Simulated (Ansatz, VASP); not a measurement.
# TiWCClO (Ti2CO2 MXene under W2CCl2 MXene, AB): VASP beside Ansatz, part 2 of 2

Aim: how closely do two programs agree when they are given the same cell, functional and k mesh? The structure shown is the start of the Ansatz relaxation below; VASP solves that cell, so the two are compared at the walk's first step.

VASP 6.6.1 and Ansatz 0.2.0.

So far: The structure; Ansatz: relaxation, RPBE with D3(BJ).

### Step 3. VASP: single point, RPBE with D3(BJ), start cell

Level of this step: RPBE with D3(BJ), no spin polarisation; plane waves and PAW (O, Ti_sv, C, Cl, W) (VASP).

The same cell, functional, mesh and smearing now go to VASP, with its own data sets.

Lines of VASP's logs that name or quote its potential files are left out, and so is its time.

File INCAR:

```
SYSTEM = TiWCClO
PREC = Accurate
ENCUT = 520
EDIFF = 1E-06
NELM = 120
ISMEAR = -1
SIGMA = 0.05
LREAL = .FALSE.
ALGO = Normal
GGA = RP
IVDW = 12
NBANDS = 45
LASPH = .TRUE.
LORBIT = 11
LWAVE = .FALSE.
LCHARG = .FALSE.
ISIF = 2
LDIPOL = .TRUE.
IDIPOL = 3
DIPOL = 0.5 0.5 0.304
LVHAR = .TRUE.
GGA_COMPAT = .FALSE.
NELMDL = -8
KPAR = 2
```

File POSCAR:

```
TiWCClO
1.0
    3.1128240000      0.0000000000      0.0000000000
   -1.5564120000      2.6957850000      0.0000000000
    0.0000000000      0.0000000000     50.8123700000
O Ti C Cl W
2 2 2 2 2
Direct
    0.3333333333      0.6666666667      0.1771222244
    0.6666666667      0.3333333333      0.2684987927
    0.6666666667      0.3333333333      0.1987362132
    0.3333333333      0.6666666667      0.2468848038
    0.0000000000      0.0000000000      0.2228105085
    0.3333333333      0.6666666667      0.3852334186
    0.6666666667      0.3333333333      0.3275395342
    0.0000000000      0.0000000000      0.4429272833
    0.0000000000      0.0000000000      0.3609636787
    0.6666666667      0.3333333333      0.4095031387
```

File KPOINTS:

```
Automatic mesh
0
Gamma
12 12 1
0 0 0
```

Potentials, in the order of the species: O, Ti_sv, C, Cl and W (PBE family, release 64).

Launch:

```sh
$ mpirun -np 2 vasp_std
```

Numbers of over 12 decimals in the logs are rounded to 6 here.

Output:

```text
[banner, memory and clock lines left out]
running    2 mpi-ranks, on    1 nodes
 distrk:  each k-point on    1 cores,    2 groups
 distr:  one band on    1 cores,    1 groups

 POSCAR found type information on POSCAR O TiC ClW
 POSCAR found :  5 types and      10 ions
|                                                                             |
|               ----> ADVICE to this user running VASP <----                  |
|                                                                             |
|     You enforced a specific xc type in the INCAR file but a different       |
|     [... a line on the potential file left out ...]
|     I HOPE YOU KNOW WHAT YOU ARE DOING!                                     |
|                                                                             |

 LDA part: xc-table for (Slater+PW92), standard interpolation
|                                                                             |
|           W    W    AA    RRRRR   N    N  II  N    N   GGGG   !!!           |
|           W    W   A  A   R    R  NN   N  II  NN   N  G    G  !!!           |
|           W    W  A    A  R    R  N N  N  II  N N  N  G       !!!           |
|           W WW W  AAAAAA  RRRRR   N  N N  II  N  N N  G  GGG   !            |
|           WW  WW  A    A  R   R   N   NN  II  N   NN  G    G                |
|           W    W  A    A  R    R  N    N  II  N    N   GGGG   !!!           |
|                                                                             |
|     One of the lattice vectors is very long (>50 A), but AMIN is rather     |
|     large. This can spoil convergence since charge sloshing might occur     |
|     along the long lattice vector. If problems with convergence are         |
|     observed, try to decrease AMIN to a smaller value (e.g. 0.01).          |
|     Note: This warning only applies if the self-consistency cycle is        |
|     used.                                                                   |
|                                                                             |

 POSCAR, INCAR and KPOINTS ok, starting setup
 FFT: planning ... GRIDC
 FFT: planning ... GRID_SOFT
 FFT: planning ... GRID
 WAVECAR not read
 entering main loop
       N       E                     dE             d eps       ncg     rms          rms(c)
DAV:   1     0.714854720520E+03    0.71485E+03   -0.31958E+04  1998   0.132E+03
DAV:   2     0.170199408344E+02   -0.69783E+03   -0.67826E+03  2178   0.357E+02
DAV:   3    -0.904326480430E+02   -0.10745E+03   -0.10580E+03  2357   0.140E+02
DAV:   4    -0.994897203752E+02   -0.90571E+01   -0.89995E+01  2788   0.384E+01
DAV:   5    -0.100103318812E+03   -0.61360E+00   -0.61301E+00  2586   0.739E+00
DAV:   6    -0.100121972063E+03   -0.18653E-01   -0.18648E-01  2636   0.158E+00
DAV:   7    -0.100122994811E+03   -0.10227E-02   -0.10227E-02  2636   0.268E-01
DAV:   8    -0.100123008199E+03   -0.13388E-04   -0.13387E-04  2628   0.424E-02    0.465E+01
DAV:   9    -0.397172978687E+03   -0.29705E+03   -0.26671E+03  3132   0.125E+02    0.212E+02
DAV:  10    -0.345001906937E+03    0.52171E+02   -0.40594E+02  2170   0.717E+01    0.926E+01
DAV:  11    -0.553830741732E+03   -0.20883E+03   -0.12272E+04  2836   0.140E+02    0.148E+02
DAV:  12    -0.474597560028E+03    0.79233E+02   -0.15645E+03  1998   0.178E+02    0.789E+01
DAV:  13    -0.566489667326E+02    0.41795E+03   -0.10159E+03  2642   0.815E+01    0.575E+01
DAV:  14    -0.787301503399E+02   -0.22081E+02   -0.55158E+02  2679   0.608E+01    0.293E+01
[...]
DAV:  62    -0.785967264656E+02    0.39747E-04   -0.32876E-05  1938   0.219E-02    0.337E-02
DAV:  63    -0.785967111717E+02    0.15294E-04   -0.16089E-05  1967   0.156E-02    0.381E-02
DAV:  64    -0.785967158046E+02   -0.46330E-05   -0.71156E-06  1882   0.968E-03    0.315E-02
DAV:  65    -0.785967171840E+02   -0.13793E-05   -0.54270E-06  1745   0.894E-03    0.283E-02
DAV:  66    -0.785967218211E+02   -0.46371E-05   -0.20747E-06  1513   0.642E-03    0.169E-02
DAV:  67    -0.785967254820E+02   -0.36609E-05   -0.19646E-06  1500   0.483E-03    0.106E-02
DAV:  68    -0.785967271847E+02   -0.17027E-05   -0.45172E-07   946   0.294E-03    0.585E-03
DAV:  69    -0.785967278166E+02   -0.63185E-06   -0.37550E-07  1102   0.257E-03
   1 F= -.95769459E+02 E0= -.95750656E+02  d E =-.376062E-01
```

Parts of OUTCAR (step 3):

```text
ion  position               nearest neighbor table
   1  0.333  0.667  0.177-   3 2.11   3 2.11   3 2.11
   2  0.667  0.333  0.268-   4 2.11   4 2.11   4 2.11
   3  0.667  0.333  0.199-   1 2.11   1 2.11   1 2.11   5 2.17   5 2.17   5 2.17
   4  0.333  0.667  0.247-   2 2.11   2 2.11   2 2.11   5 2.17   5 2.17   5 2.17
   5  0.000  0.000  0.223-   3 2.17   4 2.17   3 2.17   4 2.17   3 2.17   4 2.17
   6  0.333  0.667  0.385-  10 2.18  10 2.18  10 2.18   9 2.18   9 2.18   9 2.18
   7  0.667  0.333  0.328-   9 2.47   9 2.47   9 2.47
   8  0.000  0.000  0.443-  10 2.47  10 2.47  10 2.47
   9  0.000  0.000  0.361-   6 2.18   6 2.18   6 2.18   7 2.47   7 2.47   7 2.47  10 3.05  10 3.05
                            10 3.05
  10  0.667  0.333  0.410-   6 2.18   6 2.18   6 2.18   8 2.47   8 2.47   8 2.47   9 3.05   9 3.05
                             9 3.05

  LATTYP: Found a hexagonal cell.
 ALAT       =     3.1128240000
 C/A-ratio  =    16.3235602141

 Subroutine GETGRP returns: Found  6 space group operations
 (whereof  6 operations were pure point group operations)

The static configuration has the point symmetry C_3v.

 Found     19 irreducible k-points:

   k-points           NKPTS =     19   k-points in BZ     NKDIM =     19   number of bands    NBANDS=     45

   dimension x,y,z NGX =    24 NGY =   24 NGZ =  378
   dimension x,y,z NGXF=    48 NGYF=   48 NGZF=  756

   ENCUT  =  520.0 eV  38.22 Ry    6.18 a.u.   5.79  5.79 94.48*2*pi/ulx,y,z

   NELECT =      70.0000    total number of electrons

 k-points in reciprocal lattice and weights: Automatic mesh
   0.00000000  0.00000000  0.00000000       0.007
   0.08333333 -0.00000000  0.00000000       0.042
   0.16666667 -0.00000000  0.00000000       0.042
   0.25000000 -0.00000000  0.00000000       0.042
   0.33333333 -0.00000000  0.00000000       0.042
   0.41666667 -0.00000000  0.00000000       0.042
   0.50000000 -0.00000000  0.00000000       0.021
   0.08333333  0.08333333  0.00000000       0.042
   0.16666667  0.08333333  0.00000000       0.083
[...]
0.33333333  0.25000000  0.00000000       0.083
   0.33333333  0.33333333  0.00000000       0.014

 dipolmoment           0.000000      0.000000     -0.171982 electrons x Angstroem

 average (electrostatic) potential at core
       1 -76.4684       2 -76.6714       3 -83.3115       4 -83.4066       5 -55.4977
       6 -57.5551       7 -99.7082       8 -99.9091       9 -48.5687      10 -48.5147

 E-fermi :  -1.4251

 k-point     1 :       0.0000    0.0000    0.0000
  band No.  band energies     occupation
    ...
     33      -2.2738      2.00000
     34      -1.8707      1.99973
     35      -1.8707      1.99973
     36      -1.4594      1.33084
     37      -1.4594      1.33083
     38      -1.2598      0.07078
     39      -1.2598      0.07078
     40      -0.8903      0.00005
     41      -0.8903      0.00005
     42      -0.7494      0.00000
    ...

 k-point     2 :       0.0833   -0.0000    0.0000
  band No.  band energies     occupation
    ...
     33      -2.4532      2.00000
     34      -2.1908      2.00000
     35      -2.1873      2.00000
     36      -1.4897      1.56926
     37      -1.3750      0.53725
     38      -1.3131      0.19272
     39      -1.1872      0.01704
     40      -0.7801      0.00001
     41      -0.5929      0.00000
     42      -0.3408      0.00000
    ...

 k-point     3 :       0.1667   -0.0000    0.0000
  band No.  band energies     occupation
    ...
     32      -3.1195      2.00000
     33      -2.7784      2.00000
     34      -2.6683      2.00000
     35      -2.2420      2.00000
     36      -1.6183      1.95894
     37      -1.3454      0.33765
     38      -1.1265      0.00509
     39      -0.9119      0.00007
     40      -0.8214      0.00001
     41      -0.2246      0.00000
    ...

 Edisp (eV)  -17.17273

  Total     -22.81126   -22.81126    -8.61336     0.00000     0.00000     0.00000
  in kB     -85.71375   -85.71377   -32.36487     0.00000     0.00000     0.00000
  external pressure =      -67.93 kB  Pullay stress =        0.00 kB

  energy-cutoff  :      520.00
  volume of cell :      426.39
      direct lattice vectors                 reciprocal lattice vectors
     3.112824000  0.000000000  0.000000000     0.321251699  0.185474732  0.000000000
    -1.556412000  2.695785000  0.000000000     0.000000000  0.370949464  0.000000000
     0.000000000  0.000000000 50.812370000     0.000000000  0.000000000  0.019680247

 POSITION                                       TOTAL-FORCE (eV/Angst)
 -----------------------------------------------------------------------------------
     -0.00000      1.79719      9.00000         0.000000      0.000000      2.639376
      1.55641      0.89859     13.64306        -0.000000     -0.000000     -2.037053
      1.55641      0.89859     10.09826        -0.000000      0.000000     -2.159988
     -0.00000      1.79719     12.54480        -0.000000     -0.000000      1.423092
      0.00000      0.00000     11.32153         0.000000      0.000000      0.241484
     -0.00000      1.79719     19.57462         0.000000      0.000000      0.077087
      1.55641      0.89859     16.64306         0.000000     -0.000000     -0.739660
      0.00000      0.00000     22.50619        -0.000000      0.000000      1.021579
      0.00000      0.00000     18.34142         0.000000      0.000000      2.329764
      1.55641      0.89859     20.80782         0.000000      0.000000     -2.795681
 -----------------------------------------------------------------------------------
    total drift:                               -0.000000      0.000000     -0.001460

  FREE ENERGIE OF THE ION-ELECTRON SYSTEM (eV)
  ---------------------------------------------------
  free  energy   TOTEN  =       -95.7694591514 eV

  energy  without entropy=      -95.7318529218  energy(sigma->0) =      -95.75065604

 vacuum level on the upper side and lower side of the slab         1.984         5.688

 total charge
# of ion       s       p       d       tot
------------------------------------------
    1        1.584   3.346   0.000   4.930
    2        1.579   3.378   0.000   4.957
    3        2.186   6.220   1.750  10.156
    4        2.186   6.220   1.757  10.163
    5        0.895   1.534   0.000   2.429
    6        0.857   1.572   0.000   2.428
    7        1.621   3.524   0.000   5.145
    8        1.615   3.548   0.000   5.163
    9        0.519   0.641   4.249   5.409
   10        0.516   0.633   4.271   5.421
--------------------------------------------------
tot         13.558  30.616  12.028  56.203

[... 3 further parts left out ...]
```

This run has no spin polarisation, so a moment on Ti and W, if there is one, isn't seen. The PAW data sets were made with PBE, which is usual practice but a small mismatch for other functionals. The data set W keeps the semicore shell frozen, which is cheaper and a little less accurate.

### Step 4. Comparison

Known differences besides the potentials themselves: Ansatz cuts the interaction across the vacuum, VASP repeats the sheet with a dipole correction; the data sets hold 86 valence electrons in Ansatz (on its default PAW (the set named soft_2) files) and 70 in VASP; the cutoff is 420 eV in Ansatz and 520 eV in VASP; Ansatz makes its cores anew for this functional, VASP keeps those of its PBE data sets. Total energies have different zeros and are not compared.

Forces (eV/Å; atoms numbered as in POSCAR):

```csv
atom,"Ansatz x, y, z","VASP x, y, z"
O1,"0.000, 0.000, 2.683","0.000, 0.000, 2.639"
O2,"0.000, 0.000, -2.083","0.000, 0.000, -2.037"
Ti3,"0.000, 0.000, -2.185","0.000, 0.000, -2.160"
Ti4,"0.000, 0.000, 1.449","0.000, 0.000, 1.423"
C5,"0.000, 0.000, 0.242","0.000, 0.000, 0.241"
C6,"0.000, 0.000, 0.075","0.000, 0.000, 0.077"
Cl7,"0.000, 0.000, -0.787","0.000, 0.000, -0.740"
Cl8,"0.000, 0.000, 1.059","0.000, 0.000, 1.022"
W9,"0.000, 0.000, 2.308","0.000, 0.000, 2.330"
W10,"0.000, 0.000, -2.761","0.000, 0.000, -2.796"
```

The forces differ by 19 meV/Å r.m.s., which is 1.8 % of the r.m.s. force of 1.044 eV/Å (both taken over all components). With vacuum in the cell, a pressure given here is an average over mostly empty space and none of the material.

### Step 5. What came out

| Item | Value |
| --- | --- |
| r.m.s. force difference (single point, RPBE with D3(BJ), start cell) | 1.8 % of the r.m.s. force |

**Reading.** The r.m.s. force difference is 1.8 % of the r.m.s. force (single point, RPBE with D3(BJ), start cell), within the 3 % picked in this series as the mark of a large difference. The data sets hold unlike numbers of valence electrons (86 in Ansatz and 70 in VASP), so part of the differences comes from the potentials. 1 further run of this series is not shown here. Such differences can come from data sets, numerical settings and the points named under the comparisons, not from the functional's error against experiment.

[Lines on the potential files, build, host, timing and source positions are cut from VASP's logs without a mark.]

[Logs are printed without paths, hosts, clocks, repeated set-up lines and the standing remarks that a program may print on its own settings, such as how far it seeks lower states.]

[Hosts, paths, dates, database ids (printed as entryN), source tags and the programs' standing remarks are cut or masked in the printed files.]
